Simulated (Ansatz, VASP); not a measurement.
## Hf: VASP beside Ansatz

Wanted: the spread between two codes on one cell, functional and k mesh. The cell is taken from a series of runs on this material, whose earlier steps may have relaxed, scaled, displaced or heated it; both programs get it as it stands.

Program: Ansatz 0.2.0. Level of theory: plane waves, with VASP 6.6.1 beside it; single point at PBEsol. Results are calculated unless marked as measured.

### Step 1. The structure

The cell holds 6 atoms: 6 Hf. Its edges and angles: a = 3.197 Å, b = 3.197 Å, c = 26.645 Å, α = 90.0°, β = 90.0°, γ = 120.0°. It derives from Hf (Hafnium). As first built, before any earlier steps moved the atoms (in the runner's words): stoichiometric True; symmetric True. Vacuum lies along c.

As a file:

```cif
data_structure
_symmetry_space_group_name_H-M 'P 1'
_symmetry_Int_Tables_number 1
_cell_length_a 3.1967
_cell_length_b 3.1967
_cell_length_c 26.6445
_cell_angle_alpha 90.000
_cell_angle_beta 90.000
_cell_angle_gamma 120.000
_cell_volume 235.80
loop_
_atom_site_label
_atom_site_type_symbol
_atom_site_fract_x
_atom_site_fract_y
_atom_site_fract_z
_atom_site_occupancy
Hf1 Hf 0.33333 0.66667 0.73016 1
Hf2 Hf 0.66667 0.33333 0.64277 1
Hf3 Hf 0.33333 0.66667 0.54746 1
Hf4 Hf 0.66667 0.33333 0.45254 1
Hf5 Hf 0.33333 0.66667 0.35723 1
Hf6 Hf 0.66667 0.33333 0.26984 1
```

### Step 2. VASP: single point, PBEsol

A single point gives forces, pressure and levels at one fixed geometry, so differences don't come from the geometry; what else differs is listed under the comparison.

Lines of VASP's logs that name or quote its potential files are left out, and so is its time.

INCAR reads:

```
SYSTEM = Hf
PREC = Accurate
ENCUT = 400
EDIFF = 1E-06
NELM = 120
ISMEAR = -1
SIGMA = 0.05
LREAL = .FALSE.
ALGO = Normal
GGA = PS
NBANDS = 37
LASPH = .TRUE.
LORBIT = 11
LWAVE = .FALSE.
LCHARG = .FALSE.
ISIF = 2
GGA_COMPAT = .FALSE.
KPAR = 2
```

POSCAR reads:

```
Hf
1.0
    3.1967000000      0.0000000000      0.0000000000
   -1.5983500000      2.7684234083      0.0000000000
    0.0000000000      0.0000000000     26.6445000000
Hf
6
Direct
    0.3333333333      0.6666666667      0.7301593000
    0.6666666667      0.3333333333      0.6427731072
    0.3333333333      0.6666666667      0.5474563230
    0.6666666667      0.3333333333      0.4525436770
    0.3333333333      0.6666666667      0.3572268928
    0.6666666667      0.3333333333      0.2698407000
```

KPOINTS reads:

```
Automatic mesh
0
Gamma
12 12 1
0 0 0
```

PAW data sets: Hf_pv (PBE family, release 64).

On the command line:

```
mpirun -np 2 vasp_std
```

Numbers of over 12 decimals in the logs are rounded to 6 here.

Output:

```text
[banner, memory and clock lines left out]
running    2 mpi-ranks, on    1 nodes
 distrk:  each k-point on    1 cores,    2 groups
 distr:  one band on    1 cores,    1 groups

 POSCAR found type information on POSCAR Hf
 POSCAR found :  1 types and       6 ions
|                                                                             |
|               ----> ADVICE to this user running VASP <----                  |
|                                                                             |
|     You enforced a specific xc type in the INCAR file but a different       |
|     [... a line on the potential file left out ...]
|     I HOPE YOU KNOW WHAT YOU ARE DOING!                                     |
|                                                                             |

 LDA part: xc-table for (Slater+PW92), standard interpolation
 POSCAR, INCAR and KPOINTS ok, starting setup
 FFT: planning ... GRIDC
 FFT: planning ... GRID_SOFT
 FFT: planning ... GRID
 WAVECAR not read
 entering main loop
       N       E                     dE             d eps       ncg     rms          rms(c)
DAV:   1     0.218566955095E+03    0.21857E+03   -0.30508E+04  1886   0.118E+03
DAV:   2    -0.461515869099E+02   -0.26472E+03   -0.25634E+03  1633   0.302E+02
DAV:   3    -0.644630904022E+02   -0.18312E+02   -0.17503E+02  1927   0.523E+01
DAV:   4    -0.653456207899E+02   -0.88253E+00   -0.85863E+00  2004   0.109E+01
DAV:   5    -0.653799310958E+02   -0.34310E-01   -0.33670E-01  1952   0.187E+00    0.115E+02
DAV:   6    -0.786283933225E+02   -0.13248E+02   -0.11305E+02  2013   0.370E+01    0.670E+01
DAV:   7    -0.161452178290E+03   -0.82824E+02   -0.16475E+03  2018   0.664E+01    0.905E+01
DAV:   8    -0.889274981909E+02    0.72525E+02   -0.22026E+02  1631   0.427E+01    0.721E+01
DAV:   9    -0.796287385199E+02    0.92988E+01   -0.31392E+01  1860   0.165E+01    0.588E+01
DAV:  10    -0.643406760799E+02    0.15288E+02   -0.34082E+01  1988   0.125E+01    0.296E+01
DAV:  11    -0.636400990792E+02    0.70058E+00   -0.41625E+00  1932   0.606E+00    0.262E+01
DAV:  12    -0.622121925683E+02    0.14279E+01   -0.20198E+00  1991   0.477E+00    0.219E+01
DAV:  13    -0.621798698673E+02    0.32323E-01   -0.19134E-01  1922   0.155E+00    0.212E+01
DAV:  14    -0.620929180424E+02    0.86952E-01   -0.37429E-02  1903   0.669E-01    0.205E+01
[...]
DAV:  41    -0.609125661867E+02    0.67125E-05   -0.61345E-05  1936   0.297E-02    0.190E-02
DAV:  42    -0.609125769574E+02   -0.10771E-04   -0.89708E-06  1767   0.123E-02    0.265E-02
DAV:  43    -0.609125833191E+02   -0.63617E-05   -0.16937E-06  1135   0.595E-03    0.158E-02
DAV:  44    -0.609125894085E+02   -0.60894E-05   -0.62673E-07   982   0.304E-03    0.177E-02
DAV:  45    -0.609125946665E+02   -0.52580E-05   -0.44917E-07   923   0.294E-03    0.174E-02
DAV:  46    -0.609125986317E+02   -0.39652E-05   -0.10573E-06   934   0.276E-03    0.109E-02
DAV:  47    -0.609125996787E+02   -0.10471E-05   -0.37408E-07   893   0.269E-03    0.473E-03
DAV:  48    -0.609126002463E+02   -0.56756E-06   -0.26797E-07   901   0.211E-03
   1 F= -.60912600E+02 E0= -.60884744E+02  d E =-.557117E-01
```

From OUTCAR (step 2):

```text
ion  position               nearest neighbor table
   1  0.333  0.667  0.730-   2 2.97   2 2.97   2 2.97
   2  0.667  0.333  0.643-   1 2.97   1 2.97   1 2.97   3 3.14   3 3.14   3 3.14
   3  0.333  0.667  0.547-   4 3.13   4 3.13   4 3.13   2 3.14   2 3.14   2 3.14
   4  0.667  0.333  0.453-   3 3.13   3 3.13   3 3.13   5 3.14   5 3.14   5 3.14
   5  0.333  0.667  0.357-   6 2.97   6 2.97   6 2.97   4 3.14   4 3.14   4 3.14
   6  0.667  0.333  0.270-   5 2.97   5 2.97   5 2.97

  LATTYP: Found a hexagonal cell.
 ALAT       =     3.1967000000
 C/A-ratio  =     8.3350017205

 Subroutine GETGRP returns: Found 12 space group operations
 (whereof 12 operations were pure point group operations)

The static configuration has the point symmetry D_3d.

 Found     19 irreducible k-points:

   k-points           NKPTS =     19   k-points in BZ     NKDIM =     19   number of bands    NBANDS=     37

   dimension x,y,z NGX =    24 NGY =   24 NGZ =  180
   dimension x,y,z NGXF=    48 NGYF=   48 NGZF=  360

   ENCUT  =  400.0 eV  29.40 Ry    5.42 a.u.   5.21  5.21 43.45*2*pi/ulx,y,z

   NELECT =      60.0000    total number of electrons

 k-points in reciprocal lattice and weights: Automatic mesh
   0.00000000  0.00000000  0.00000000       0.007
   0.08333333  0.00000000  0.00000000       0.042
   0.16666667  0.00000000  0.00000000       0.042
   0.25000000  0.00000000  0.00000000       0.042
   0.33333333  0.00000000  0.00000000       0.042
   0.41666667  0.00000000  0.00000000       0.042
   0.50000000  0.00000000  0.00000000       0.021
   0.08333333  0.08333333  0.00000000       0.042
   0.16666667  0.08333333  0.00000000       0.083
[...]
0.33333333  0.25000000  0.00000000       0.083
   0.33333333  0.33333333  0.00000000       0.014

 average (electrostatic) potential at core
       1 -41.2546       2 -40.8062       3 -41.0367       4 -41.0367       5 -40.8062
       6 -41.2546

 E-fermi :   0.8773

 k-point     1 :       0.0000    0.0000    0.0000
  band No.  band energies     occupation
    ...
     22      -3.9128      2.00000
     23      -3.1960      2.00000
     24      -2.8723      2.00000
     25       0.6985      1.94559
     26       0.7023      1.94138
     27       1.3255      0.00026
     28       1.3297      0.00024
     29       1.7943      0.00000
     30       1.8445      0.00000
     31       1.8445      0.00000
    ...

 k-point     2 :       0.0833    0.0000    0.0000
  band No.  band energies     occupation
    ...
     22      -3.7177      2.00000
     23      -2.9908      2.00000
     24      -2.6638      2.00000
     25       0.5582      1.99662
     26       0.6103      1.99046
     27       1.0877      0.02931
     28       1.2097      0.00259
     29       1.3987      0.00006
     30       1.6260      0.00000
     31       1.6437      0.00000
    ...

 k-point     3 :       0.1667    0.0000    0.0000
  band No.  band energies     occupation
    ...
     24      -2.1042      2.00000
     25       0.1177      2.00000
     26       0.3117      1.99998
     27       0.5760      1.99518
     28       0.7182      1.92033
     29       0.9912      0.18585
     30       1.1039      0.02129
     31       1.1599      0.00700
     32       1.6104      0.00000
     33       1.8775      0.00000
    ...

  Total       -4.0839048     -4.0839048     -1.1487187     -0.0000000      0.0000000      0.0000000
  in kB      -27.7488011    -27.7488011     -7.8051687     -0.0000000      0.0000000      0.0000000
  external PRESSURE =     -21.1009236 kB  Pullay stress =       0.0000000 kB

  energy-cutoff  :      400.00
  volume of cell :      235.80
      direct lattice vectors                 reciprocal lattice vectors
     3.196700000  0.000000000  0.000000000     0.312822598  0.180608211  0.000000000
    -1.598350000  2.768423408  0.000000000     0.000000000  0.361216423  0.000000000
     0.000000000  0.000000000 26.644500000     0.000000000  0.000000000  0.037531198

 POSITION                                       TOTAL-FORCE (eV/Angst)
 -----------------------------------------------------------------------------------
     -0.00000      1.84562     19.45473         0.000000      0.000000     -0.032747
      1.59835      0.92281     17.12637         0.000000     -0.000000      0.014522
     -0.00000      1.84562     14.58670        -0.000000      0.000000     -0.313719
      1.59835      0.92281     12.05780         0.000000     -0.000000      0.313719
     -0.00000      1.84562      9.51813        -0.000000      0.000000     -0.014522
      1.59835      0.92281      7.18977         0.000000     -0.000000      0.032747
 -----------------------------------------------------------------------------------
    total drift:                                0.000000     -0.000000     -0.000000

  FREE ENERGIE OF THE ION-ELECTRON SYSTEM (eV)
  ---------------------------------------------------
  free  energy   TOTEN  =       -60.9126002463 eV

  energy  without entropy=      -60.8568885009  energy(sigma->0) =      -60.88474437

 total charge
# of ion       s       p       d       tot
------------------------------------------
    1        0.424   6.270   1.564   8.257
    2        0.403   6.407   1.606   8.417
    3        0.395   6.381   1.552   8.327
    4        0.395   6.381   1.552   8.327
    5        0.403   6.407   1.606   8.417
    6        0.424   6.270   1.564   8.257
--------------------------------------------------
tot          2.444  38.116   9.444  50.003

[... 3 further parts left out ...]
```

(Part 1 of 2 ends here.)

[Lines on the potential files, build, host, timing and source positions are cut from VASP's logs without a mark.]

[Logs are printed without paths, hosts, clocks, repeated set-up lines and the standing remarks that a program may print on its own settings, such as how far it seeks lower states.]

[Hosts, paths, dates, database ids (printed as entryN), source tags and the programs' standing remarks are cut or masked in the printed files.]
